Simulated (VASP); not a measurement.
# A VASP study of SiN (vdW-DF): structure first, properties next, part 6 of 6

Wanted: the relaxed cell of SiN and its properties. The cell is invented: it takes the structure of a Materials Project entry for HfTiN2 (space group 166 there), with some of its atoms replaced by other elements, volume scaled by an estimate. It may not be a known or stable phase.

VASP 6.6.1, plane waves and PAW; the level of theory is named at each step.

So far. Step 15 (Fit for vdW-DF): The fitted volume lies +0.09 % from the relaxed one. The atoms bear forces along the scan, since they were held; freeing them would lower the modulus. Step 16 (Band structure (r2SCAN)): There is no gap at this level.

## (17) Bands along the symmetry lines (TB-mBJ)

This step: TB-mBJ; plane waves and PAW (Si, N); invented cell (VASP 6.6.1).

The mesh alone shows little of the dispersion and can miss band extrema, so KPOINTS_OPT adds a path through the symmetry points after the self-consistent cycle. TB-mBJ is a local potential fitted to gaps: it costs far less than a hybrid but gives no energy.

The input, INCAR:

```
SYSTEM = SiN
PREC = Accurate
ENCUT = 520
EDIFF = 1E-06
NELM = 150
ISMEAR = 0
SIGMA = 0.05
LREAL = .FALSE.
ALGO = Normal
METAGGA = MBJ
LASPH = .TRUE.
NBANDS = 23
LORBIT = 11
LWAVE = .FALSE.
LCHARG = .FALSE.
KPAR = 2
```

The input, POSCAR:

```
SiN
1.0
    1.4287217471      0.8248730692      5.6866222688
   -1.4287217471      0.8248730692      5.6866222688
    0.0000000000     -1.6497461383      5.6866222688
Si N
2 2
Direct
    0.5000000000      0.5000000000      0.5000000000
    0.0000000000      0.0000000000      0.0000000000
    0.2246857559      0.2246857559      0.2246857559
    0.7753142441      0.7753142441      0.7753142441
```

The input, KPOINTS:

```
Automatic mesh
0
Gamma
9 9 9
0 0 0
```

The input, KPOINTS_OPT:

```
Line mode
16
Line-mode
Reciprocal
  0.00000000   0.00000000   0.00000000 GAMMA
  0.50000000   0.00000000   0.00000000 L

  0.50000000   0.00000000   0.00000000 L
  0.50000000   0.18069397  -0.18069397 B1

  0.81930603   0.50000000   0.18069397 B
  0.50000000   0.50000000   0.50000000 Z

  0.50000000   0.50000000   0.50000000 Z
  0.00000000   0.00000000   0.00000000 GAMMA

  0.00000000   0.00000000   0.00000000 GAMMA
  0.34034698   0.00000000  -0.34034698 X

  0.65965302   0.34034698   0.00000000 Q
  0.50000000   0.50000000   0.00000000 F

  0.50000000   0.50000000   0.00000000 F
  0.65965302   0.65965302   0.18069397 P1

  0.65965302   0.65965302   0.18069397 P1
  0.50000000   0.50000000   0.50000000 Z

  0.50000000   0.00000000   0.00000000 L
  0.81930603   0.34034698   0.34034698 P
```

Potentials, in the order of the species: Si and N (PBE family, release 64).

The run is started by

```console
> mpirun -np 2 vasp_std
```

What it wrote:

```text
[... set-up lines as in an earlier step ...]
 entering main loop
       N       E                     dE             d eps       ncg     rms          rms(c)
DAV:   1     0.116835105726E+03    0.11684E+03   -0.82821E+03  3918   0.705E+02
DAV:   2     0.474425372723E+02   -0.69393E+02   -0.64560E+02  4880   0.164E+02
DAV:   3     0.444221025431E+02   -0.30204E+01   -0.29951E+01  4914   0.306E+01
DAV:   4     0.444125428225E+02   -0.95597E-02   -0.95591E-02  4288   0.192E+00
DAV:   5     0.444125179095E+02   -0.24913E-04   -0.24913E-04  4877   0.962E-02    0.132E+01
DAV:   6     0.479146585370E+02    0.35021E+01   -0.30413E+01  4688   0.381E+01    0.110E+01
DAV:   7     0.473723185484E+02   -0.54234E+00   -0.22120E+01  4683   0.284E+01    0.867E+00
DAV:   8     0.509594586684E+02    0.35871E+01   -0.40010E+00  4677   0.151E+01    0.480E+00
DAV:   9     0.509343006543E+02   -0.25158E-01   -0.31982E+00  4622   0.102E+01    0.463E+00
DAV:  10     0.523387115393E+02    0.14044E+01   -0.80304E-01  4612   0.583E+00    0.192E+00
DAV:  11     0.521184619602E+02   -0.22025E+00   -0.30118E-01  4612   0.296E+00    0.311E+00
DAV:  12     0.525563493455E+02    0.43789E+00   -0.17133E-01  4743   0.246E+00    0.171E+00
DAV:  13     0.525276484894E+02   -0.28701E-01   -0.70398E-02  4745   0.145E+00    0.237E+00
DAV:  14     0.527156734493E+02    0.18802E+00   -0.42877E-02  4696   0.120E+00    0.157E+00
DAV:  15     0.527609872725E+02    0.45314E-01   -0.17596E-02  4323   0.686E-01    0.152E+00
DAV:  16     0.527833452920E+02    0.22358E-01   -0.15207E-03  4916   0.257E-01    0.140E+00
DAV:  17     0.528334103636E+02    0.50065E-01   -0.36389E-03  4709   0.343E-01    0.117E+00
DAV:  18     0.529129884795E+02    0.79578E-01   -0.10273E-02  4737   0.579E-01    0.806E-01
DAV:  19     0.530099718395E+02    0.96983E-01   -0.13549E-02  4724   0.662E-01    0.414E-01
DAV:  20     0.530227065236E+02    0.12735E-01   -0.33393E-03  4421   0.328E-01    0.480E-01
DAV:  21     0.530464285914E+02    0.23722E-01   -0.12513E-03  4843   0.206E-01    0.339E-01
DAV:  22     0.530341206357E+02   -0.12308E-01   -0.11269E-03  4770   0.186E-01    0.437E-01
DAV:  23     0.530835681880E+02    0.49448E-01   -0.71527E-03  4607   0.485E-01    0.108E-01
DAV:  24     0.530822810211E+02   -0.12872E-02   -0.39522E-03  4723   0.337E-01    0.249E-01
DAV:  25     0.531057575853E+02    0.23477E-01   -0.34405E-03  4721   0.333E-01    0.326E-02
DAV:  26     0.531117828275E+02    0.60252E-02   -0.14614E-03  4596   0.202E-01    0.761E-02
DAV:  27     0.531286704707E+02    0.16888E-01   -0.14368E-03  4780   0.220E-01    0.742E-02
DAV:  28     0.531309763570E+02    0.23059E-02   -0.74634E-04  4737   0.147E-01    0.153E-02
DAV:  29     0.531325983445E+02    0.16220E-02   -0.22933E-04  4681   0.821E-02    0.514E-02
DAV:  30     0.531312278263E+02   -0.13705E-02   -0.12002E-04  4709   0.593E-02    0.201E-02
[...]
DAV:  51     0.531224140588E+02    0.19717E-04   -0.78522E-10  1955   0.177E-04    0.477E-04
DAV:  52     0.531224272185E+02    0.13160E-04   -0.32754E-10  1955   0.983E-05    0.433E-04
DAV:  53     0.531224414921E+02    0.14274E-04   -0.44641E-10  1955   0.122E-04    0.349E-04
DAV:  54     0.531224559876E+02    0.14496E-04   -0.46056E-10  1955   0.122E-04    0.284E-04
DAV:  55     0.531224785738E+02    0.22586E-04   -0.91780E-10  1955   0.177E-04    0.154E-04
DAV:  56     0.531224910754E+02    0.12502E-04   -0.60733E-10  1955   0.134E-04    0.115E-04
DAV:  57     0.531224996941E+02    0.86187E-05   -0.88044E-11  1955   0.607E-05    0.837E-05
DAV:  58     0.531225072729E+02    0.75789E-05   -0.11449E-10  1955   0.584E-05    0.449E-05
DAV:  59     0.531225105730E+02    0.33001E-05   -0.38442E-11  1955   0.360E-05    0.407E-05
DAV:  60     0.531225124830E+02    0.19099E-05   -0.33122E-12  1955   0.149E-05    0.312E-05
DAV:  61     0.531225177224E+02    0.52395E-05   -0.66159E-11  1955   0.473E-05    0.794E-06
DAV:  62     0.531225168977E+02   -0.82474E-06   -0.54224E-11  1955   0.415E-05
   1 F= 0.53122517E+02 E0= 0.53123079E+02  d E =-.112506E-02
 Start KPOINTS_OPT (optional k-point list driver)
k-point batch [1-85\144]
       N       E                     dE             ncg
DAV:   1     0.924163398331E+04   -0.30255E+05     3918
DAV:   2     0.359829301219E+04   -0.56433E+04     4995
DAV:   3     0.336754781412E+04   -0.23075E+03     4867
DAV:   4     0.336678939160E+04   -0.75842E+00     4411
DAV:   5     0.336678705367E+04   -0.23379E-02     5056
DAV:   6     0.336678704177E+04   -0.11902E-04     4141
DAV:   7     0.336678704158E+04   -0.18654E-06     4305
k-point batch [86-144\144]
       N       E                     dE             ncg
DAV:   1     0.174657490950E+05   -0.35012E+05     2722
DAV:   2     0.138443916386E+05   -0.36214E+04     3442
DAV:   3     0.137098676368E+05   -0.13452E+03     3372
DAV:   4     0.137094662016E+05   -0.40144E+00     3127
DAV:   5     0.137094650832E+05   -0.11183E-02     3485
DAV:   6     0.137094650780E+05   -0.52507E-05     2855
DAV:   7     0.137094650778E+05   -0.15054E-06     2959
```

It took 5.5 min on 2 MPI ranks of Intel Xeon 6975P-C (Granite Rapids), shared host; peak memory 0.83 GiB; 11 min of CPU time.

Parts of OUTCAR (step 17):

```text
   NELECT =      18.0000    total number of electrons

 E-fermi :   9.4639

 k-point     1 :       0.0000    0.0000    0.0000
  band No.  band energies     occupation
    ...
      5       6.7769      2.00000
      6       7.1529      2.00000
      7       7.1529      2.00000
      8       7.8464      2.00000
      9       7.8464      2.00000
     10      14.8124      0.00000
     11      15.9010      0.00000
     12      16.9530      0.00000
     13      17.2199      0.00000
     14      17.2199      0.00000
    ...

  Total       15.5096590     15.5096659     19.6565789      0.0000000      0.0000000      0.0000000
  in kB      617.9771535    617.9774290    783.2097832      0.0000000      0.0000000      0.0000000
  external PRESSURE =     673.0547886 kB  Pullay stress =       0.0000000 kB

 POSITION                                       TOTAL-FORCE (eV/Angst)
 -----------------------------------------------------------------------------------
      0.00000      0.00000      8.52993        -0.000000      0.000000      0.000000
      0.00000      0.00000      0.00000         0.000000      0.000000      0.000000
      0.00000      0.00000      3.83311        -0.000000      0.000000      0.484961
      0.00000      0.00000     13.22676        -0.000000     -0.000000     -0.484961
 -----------------------------------------------------------------------------------
    total drift:                                0.000000      0.000000      0.000000

  FREE ENERGIE OF THE ION-ELECTRON SYSTEM (eV)
  ---------------------------------------------------
  free  energy   TOTEN  =        53.1225168977 eV

  energy  without entropy=       53.1236419539  energy(sigma->0) =       53.12307943

[... 8 parts as in an earlier step ...]

[... 9 further parts left out ...]
```

This functional is a potential without an energy, so its energies, forces and stress mean nothing and are not read.

This step gave:

| Property | Result |
| --- | --- |
| SCF cycles | 62 |
| Fermi energy | 9.464 eV |

The electronic bands at the labelled points (eV, zero at the Fermi level; # counts the bands kept, so #1 is VASP's band 3):

| point | #4 | #5 | #6 | #7 | #8 | #9 | #10 | #11 |
| --- | --- | --- | --- | --- | --- | --- | --- | --- |
| Γ | -2.31 | -2.31 | -1.62 | -1.62 | 5.35 | 6.44 | 7.49 | 7.76 |
| 0.47 of the way | -3.58 | -2.64 | -1.73 | -1.20 | 3.04 | 4.49 | 6.61 | 7.05 |
| L | -5.62 | -4.52 | -2.23 | -0.99 | 0.77 | 2.71 | 5.53 | 6.18 |
| 0.47 of the way | -5.76 | -4.55 | -4.07 | -0.45 | 0.91 | 2.52 | 3.49 | 8.04 |
| B1 | -5.79 | -4.14 | -3.69 | -2.02 | 0.05 | 1.13 | 5.00 | 7.73 |
| jump to B | -5.79 | -4.14 | -3.69 | -2.02 | 0.05 | 1.13 | 5.00 | 7.73 |
| 0.53 of the way | -5.04 | -3.04 | -2.50 | 0.02 | 3.40 | 3.61 | 5.45 | 7.12 |
| Z | -2.30 | -1.64 | -1.64 | 0.84 | 3.64 | 6.16 | 8.47 | 8.47 |
| 0.53 of the way | -2.30 | -1.63 | -1.63 | -0.69 | 4.68 | 6.20 | 7.98 | 7.98 |
| Γ | -2.31 | -2.31 | -1.62 | -1.62 | 5.35 | 6.44 | 7.49 | 7.76 |
| 0.53 of the way | -4.38 | -3.30 | -2.02 | -0.74 | 2.16 | 3.15 | 5.13 | 7.10 |
| X | -5.75 | -4.37 | -3.64 | -1.91 | 0.60 | 0.63 | 4.95 | 7.71 |
| jump to Q | -5.75 | -4.37 | -3.64 | -1.91 | 0.60 | 0.63 | 4.95 | 7.71 |
| 0.53 of the way | -4.65 | -3.45 | -3.26 | -2.55 | -0.46 | 2.38 | 5.18 | 6.38 |
| F | -4.60 | -4.23 | -2.41 | -2.02 | -1.01 | 4.64 | 4.65 | 4.95 |
| 0.53 of the way | -4.59 | -4.20 | -2.56 | -2.03 | -0.71 | 4.24 | 4.99 | 4.99 |
| P1 | -4.58 | -4.38 | -2.55 | -2.07 | -0.22 | 3.85 | 5.09 | 5.27 |
| 0.53 of the way | -3.85 | -3.55 | -1.62 | 0.24 | 3.07 | 4.76 | 6.48 | 6.55 |
| Z | -2.30 | -1.64 | -1.64 | 0.84 | 3.64 | 6.16 | 8.47 | 8.47 |
| jump to L | -5.62 | -4.52 | -2.23 | -0.99 | 0.77 | 2.71 | 5.53 | 6.18 |
| 0.47 of the way | -5.13 | -4.54 | -2.18 | -1.53 | 0.56 | 3.01 | 5.39 | 5.86 |
| P | -4.58 | -4.38 | -2.55 | -2.07 | -0.22 | 3.85 | 5.09 | 5.27 |

Of the projections kept (Si, N), the largest for each band there; the rest of the weight can lie on other orbitals:

| point | #4 | #5 | #6 | #7 | #8 | #9 | #10 | #11 |
| --- | --- | --- | --- | --- | --- | --- | --- | --- |
| Γ | N 1.00 | N 1.00 | N 0.86 | N 0.86 | N 0.61 | N 0.57 | Si 0.69 | Si 0.99 |
| L | N 0.52 | N 0.76 | N 0.96 | N 0.56 | N 0.60 | Si 0.66 | Si 0.88 | N 0.55 |
| B1 | N 0.67 | N 0.58 | N 0.76 | Si 0.66 | Si 0.57 | N 0.64 | Si 0.74 | N 0.51 |
| B | N 0.67 | N 0.58 | N 0.76 | Si 0.66 | Si 0.57 | N 0.64 | Si 0.74 | N 0.51 |
| Z | N 1.00 | N 0.86 | N 0.86 | N 0.90 | N 0.53 | Si 0.54 | Si 0.99 | Si 0.99 |
| Γ | N 1.00 | N 1.00 | N 0.86 | N 0.86 | N 0.61 | N 0.57 | Si 0.69 | Si 0.99 |

The electronic bands as a text plot (rows in eV, shown from -8.0 to 4.9 only; labels by their first letter):

```
    4.7 |   *         *       *    *    *  ** **   **    ***
    4.1 |    *     * *       * *  *     **   *     * ****   **
    3.6 |   * *     *       *   **       *                      *
    3.1 |      **  *                      *               *    *
    2.5 |    *   ** *      *               **     *           *
    2.0 |     *           **              *  *           *
    1.4 |            *  ***                *  *  *      *
    0.9 |      *********      ****          *  **           ***
    0.4 |             * **   *    *          ****      *  **   **
   -0.2 |              *    *               *    *    *
   -0.7 |     *** *****    *       *      ** **   ** *   *
   -1.3 |   **   *        *             **          *   *     **
   -1.8 |******        *      *********** **   *    **********
   -2.3 |****  ****      *  *** **********  *   * **** *    *****
   -2.9 |*** **    *    *   ** *     ****    **  *    *    ***
   -3.4 |****  *        *  *  **     * * **    ** *       * *
   -4.0 | *  **     * *****   *     * **   *    ** *    ***
   -4.5 |  **  ********  *   *          * * *  * ** ****** *  ***
   -5.0 |        *   *  * ****             * *  *  ****        *
   -5.6 |   **    * ** *  ***      *    **  * **       ****   * *
   -6.1 |     *   **  * **               *   **   *           **
   -6.7 |      * *  *  *    **    *       *  *   *       ***
   -7.2 |    *  *    **    *  ****         ******      **   **
   -7.7 |     * *****  *  *                 *    *    *       **
         Γ       L    B|B        Z   Γ        X|Q   FP       Z|LP
```

There is no gap at this level.

## (18) What came out

```
relaxed volume                            : 10.05 Å³/atom
relaxed conventional cell a, b, c         : 2.857, 2.857, 17.060 Å; angles 90.0, 90.0, 120.0°
space group after relaxing, within 0.02 Å : R-3m (No. 166)
band gap                                  : none, a metal
DOS at the Fermi level                    : 0.913 states/eV/cell
bulk modulus from the fit                 : 178 GPa
volume from the fit                       : 10.1 Å³/atom
band gap (r2SCAN)                         : none, a metal
band gap (TB-mBJ)                         : none, a metal
```

What this shows: With vdW-DF, SiN relaxes to 10.05 Å³/atom in space group R-3m (held by the symmetry of the run), comes out as a metal and has a bulk modulus of 178 GPa at fixed shape and positions, an upper bound. Bands along the symmetry lines (vdW-DF): Of the bands kept, 2 cross the Fermi level on this path. Band structure (r2SCAN): Of the bands kept, 2 cross the Fermi level on this path. Bands along the symmetry lines (TB-mBJ): Of the bands kept, 2 cross the Fermi level on this path. The other levels ran on the cell relaxed with vdW-DF, and without spin-orbit coupling unless named. No search among competing phases was made. All values are for a static lattice at zero temperature.

[Lines on the potential files, build, host, timing and source positions are cut from VASP's logs without a mark.]

[Logs are printed without paths, hosts, clocks, repeated set-up lines and the standing remarks that a program may print on its own settings, such as how far it seeks lower states.]

[Hosts, paths, dates, database ids (printed as entryN), source tags and the programs' standing remarks are cut or masked in the printed files.]

[A measured line is paired with the nearest computed mode of its activity, which favours agreement.]
